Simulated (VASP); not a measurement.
Calculation: r2SCAN meta-GGA, VASP's PBE PAW potentials (set 64) (plane waves; VASP 6.6.1).

A VASP calculation is set up with these files.

**INCAR**
```
! general
SYSTEM  = ZrC
PREC    = Accurate
ENCUT   = 600
LREAL   = .FALSE.
LASPH   = .TRUE.

! electronic loop
EDIFF   = 1E-7
NELM    = 100
ALGO    = Normal
LMAXMIX = 4
LMIXTAU = .TRUE.

! smearing
ISMEAR  = 1
SIGMA   = 0.1

! functional
METAGGA = R2SCAN

! ions
IBRION  = 2
NSW     = 30
ISIF    = 2
EDIFFG  = -0.01

! output
LWAVE   = .FALSE.
LCHARG  = .FALSE.
```

### POSCAR
```
ZrC
1
    0.0000000000     2.3684667406     2.3684667406
    2.3684667406     0.0000000000     2.3684667406
    2.3684667406     2.3684667406     0.0000000000
Zr C
1 1
Direct
  0.0000000000   0.0000000000   0.0000000000
  0.5000000000   0.5000000000   0.5000000000
```

KPOINTS:
```
Regular mesh
0
Gamma
12 12 12
```

POTCAR, in this order: Zr_sv C (PBE.64 set). Program: vasp_std.

Output of the run:

### OUTCAR
```
 ion  position               nearest neighbor table
   1  0.000  0.000  0.000-   2 2.37   2 2.37   2 2.37   2 2.37   2 2.37   2 2.37
   2  0.500  0.500  0.500-   1 2.37   1 2.37   1 2.37   1 2.37   1 2.37   1 2.37
  LATTYP: Found a face centered cubic cell.
 ALAT       =     4.7369334812
 Subroutine PRICEL returns:
 Original cell was already a primitive cell.
 Subroutine GETGRP returns: Found 48 space group operations
The static configuration has the point symmetry O_h .
The dynamic configuration has the point symmetry O_h .
 Subroutine INISYM returns: Found 48 space group operations
 Subroutine IBZKPT returns following result:
 Found     72 irreducible k-points:

 Following reciprocal coordinates:
            Coordinates               Weight
  0.000000  0.000000  0.000000      1.000000
  0.083333  0.000000  0.000000      8.000000
  0.166667  0.000000  0.000000      8.000000
  0.250000  0.000000  0.000000      8.000000
  0.333333  0.000000  0.000000      8.000000
  0.416667  0.000000  0.000000      8.000000
  0.500000  0.000000  0.000000      4.000000
  0.083333  0.083333  0.000000      6.000000
  0.166667  0.083333  0.000000     24.000000
  0.250000  0.083333  0.000000     24.000000
  0.333333  0.083333  0.000000     24.000000
  0.416667  0.083333  0.000000     24.000000
  0.500000  0.083333  0.000000     24.000000
 -0.416667  0.083333  0.000000     24.000000
 -0.333333  0.083333  0.000000     24.000000
 -0.250000  0.083333  0.000000     24.000000
 -0.166667  0.083333  0.000000     24.000000
 -0.083333  0.083333  0.000000     12.000000
  0.166667  0.166667  0.000000      6.000000
  0.250000  0.166667  0.000000     24.000000
  0.333333  0.166667  0.000000     24.000000
  0.416667  0.166667  0.000000     24.000000
  0.500000  0.166667  0.000000     24.000000
 -0.416667  0.166667  0.000000     24.000000
 -0.333333  0.166667  0.000000     24.000000
 -0.250000  0.166667  0.000000     24.000000
 -0.166667  0.166667  0.000000     12.000000
  0.250000  0.250000  0.000000      6.000000
  0.333333  0.250000  0.000000     24.000000
  0.416667  0.250000  0.000000     24.000000
  0.500000  0.250000  0.000000     24.000000
 -0.416667  0.250000  0.000000     24.000000
 -0.333333  0.250000  0.000000     24.000000
 -0.250000  0.250000  0.000000     12.000000
  0.333333  0.333333  0.000000      6.000000
  0.416667  0.333333  0.000000     24.000000
  0.500000  0.333333  0.000000     24.000000
 -0.416667  0.333333  0.000000     24.000000
 -0.333333  0.333333  0.000000     12.000000
  0.416667  0.416667  0.000000      6.000000
   k-points           NKPTS =     72   k-points in BZ     NKDIM =     72   number of bands    NBANDS=     12
   number of dos      NEDOS =    301   number of ions     NIONS =      2
   total plane-waves  NPLWV =  21952
   dimension x,y,z NGX =    28 NGY =   28 NGZ =   28
   dimension x,y,z NGXF=    56 NGYF=   56 NGZF=   56
   ions per type =               1   1
   PREC   = accura    normal or accurate (medium, high low for compatibility)
   ISTART =      0    job   : 0-new  1-cont  2-samecut
   ICHARG =      2    charge: 1-file 2-atom 10-const
   ISPIN  =      1    spin polarized calculation?
   LNONCOLLINEAR =      F non collinear calculations
   LSORBIT =      F    spin-orbit coupling
   INIWAV =      1    electr: 0-lowe 1-rand  2-diag
   ENCUT  =  600.0 eV  44.10 Ry    6.64 a.u.   6.69  6.69  6.69*2*pi/ulx,y,z
   NELM   =    100;   NELMIN=  2; NELMDL= -5     # of ELM steps
   EDIFF  = 0.1E-06   stopping-criterion for ELM
   LREAL  =      F    real-space projection
   NLSPLINE    = F    spline interpolate recip. space projectors
   LMAXMIX     =    4 max onsite mixed and CHGCAR
...
```

### OSZICAR
```
       N       E                     dE             d eps       ncg     rms          rms(c)
DAV:   1     0.101953356195E+03    0.10195E+03   -0.98556E+03  1728   0.153E+03
DAV:   2    -0.369839638083E+02   -0.13894E+03   -0.13048E+03  1968   0.362E+02
DAV:   3    -0.440413384333E+02   -0.70574E+01   -0.68654E+01  2632   0.704E+01
DAV:   4    -0.443558831572E+02   -0.31454E+00   -0.31416E+00  2332   0.139E+01
DAV:   5    -0.443651746990E+02   -0.92915E-02   -0.92862E-02  2472   0.199E+00    0.215E+01
DAV:   6    -0.339914305702E+02    0.10374E+02   -0.13023E+01  2068   0.330E+01    0.619E+00
DAV:   7    -0.347070148569E+02   -0.71558E+00   -0.60223E-01  2008   0.882E+00    0.407E+00
DAV:   8    -0.343537656796E+02    0.35325E+00   -0.59895E-01  2016   0.917E+00    0.131E+00
DAV:   9    -0.347103575617E+02   -0.35659E+00   -0.36305E-01  1956   0.639E+00    0.462E-01
DAV:  10    -0.347190142899E+02   -0.86567E-02   -0.10305E-02  1988   0.105E+00    0.409E-01
DAV:  11    -0.347020868160E+02    0.16927E-01   -0.59992E-02  2128   0.185E+00    0.411E-01
DAV:  12    -0.347168718998E+02   -0.14785E-01   -0.22021E-02  1984   0.125E+00    0.756E-02
DAV:  13    -0.347189565833E+02   -0.20847E-02   -0.14568E-03  1988   0.357E-01    0.289E-02
DAV:  14    -0.347194017872E+02   -0.44520E-03   -0.79907E-04  2012   0.236E-01    0.248E-02
DAV:  15    -0.347194053783E+02   -0.35911E-05   -0.15744E-05  2432   0.357E-02    0.250E-02
DAV:  16    -0.347194053007E+02    0.77534E-07   -0.11041E-05  1896   0.285E-02    0.240E-02
DAV:  17    -0.347194100979E+02   -0.47971E-05   -0.24722E-05  2432   0.534E-02    0.299E-02
DAV:  18    -0.347194046059E+02    0.54919E-05   -0.27082E-05  1852   0.442E-02    0.296E-02
DAV:  19    -0.347194026246E+02    0.19814E-05   -0.31176E-06  1844   0.228E-02    0.156E-02
DAV:  20    -0.347193991757E+02    0.34489E-05   -0.12739E-06  2032   0.140E-02    0.734E-03
DAV:  21    -0.347193992182E+02   -0.42564E-07   -0.90368E-08   940   0.401E-03
   1 F= -.34719399E+02 E0= -.34719363E+02  d E =-.347194E+02
```

File OUTCAR:
```
------------------------ aborting loop because EDIFF is reached ----------------------------------------
  FORCE on cell =-STRESS in cart. coord.  units (eV):
  Direction    XX          YY          ZZ          XY          YZ          ZX
  --------------------------------------------------------------------------------------
  Total       -0.5702872     -0.5702872     -0.5702872     -0.0000000     -0.0000000     -0.0000000
  in kB      -34.3852614    -34.3852614    -34.3852614     -0.0000000     -0.0000000     -0.0000000
  external PRESSURE =     -34.3852614 kB  Pullay stress =       0.0000000 kB
  volume of cell :       26.57
      direct lattice vectors                 reciprocal lattice vectors
     0.000000000  2.368466741  2.368466741    -0.211107039  0.211107039  0.211107039
     2.368466741  0.000000000  2.368466741     0.211107039 -0.211107039  0.211107039
     2.368466741  2.368466741  0.000000000     0.211107039  0.211107039 -0.211107039
 POSITION                                       TOTAL-FORCE (eV/Angst)
 -----------------------------------------------------------------------------------
      0.00000      0.00000      0.00000        -0.000000     -0.000000     -0.000000
      2.36847      2.36847      2.36847         0.000000      0.000000      0.000000
 -----------------------------------------------------------------------------------
    total drift:                                0.000000      0.000000      0.000000
  FREE ENERGIE OF THE ION-ELECTRON SYSTEM (eV)
  ---------------------------------------------------
  free  energy   TOTEN  =       -34.7193992182 eV

  energy  without entropy=      -34.7192899845  energy(sigma->0) =      -34.71936281

 reached required accuracy - stopping structural energy minimisation
```
(Selected blocks of OUTCAR.)

OUTCAR:
```
 val. band max:        9.3649244667   @ k =   0.5000   0.5000   0.0000

 cond. band min:       9.5136009664   @ k =   0.0833   0.0000   0.0000


 Fermi energy:         9.4851548940

 k-point     1 :       0.0000    0.0000    0.0000
  band No.  band energies     occupation
      1     -40.5375      2.00000
      2     -17.5537      2.00000
      3     -17.5537      2.00000
      4     -17.5537      2.00000
      5      -2.5700      2.00000
      6      10.3024     -0.00000
      7      10.3024     -0.00000
      8      10.3024     -0.00000
      9      10.6858     -0.00000
     10      10.6858     -0.00000
     11      10.6858     -0.00000
     12      12.2774      0.00000

 k-point     2 :       0.0833    0.0000    0.0000
  band No.  band energies     occupation
      1     -40.5312      2.00000
      2     -17.6122      2.00000
      3     -17.5586      2.00000
      4     -17.5586      2.00000
      5      -2.4145      2.00000
      6       9.3020      2.02648
      7       9.5136      0.53946
      8       9.5136      0.53942
      9      10.9622     -0.00000
     10      10.9622     -0.00000
     11      11.3251     -0.00000
     12      13.1213      0.00000

 k-point     3 :       0.1667    0.0000    0.0000
  band No.  band energies     occupation
      1     -40.5137      2.00000
      2     -17.7689      2.00000
      3     -17.5718      2.00000
      4     -17.5718      2.00000
      5      -1.9748      2.00000
      6       7.9438      2.00000
      7       8.4564      2.00000
      8       8.4564      2.00000
      9      11.4396     -0.00000
     10      11.4396     -0.00000
     11      11.8502      0.00000
     12      14.6636      0.00000

 k-point     4 :       0.2500    0.0000    0.0000
  band No.  band energies     occupation
      1     -40.4898      2.00000
      2     -17.9757      2.00000
      3     -17.5898      2.00000
      4     -17.5898      2.00000
      5      -1.3247      2.00000
      6       6.5806      2.00000
...
```

The compound is ZrC in the rock salt structure. This cell was strained or had an atom moved on purpose.
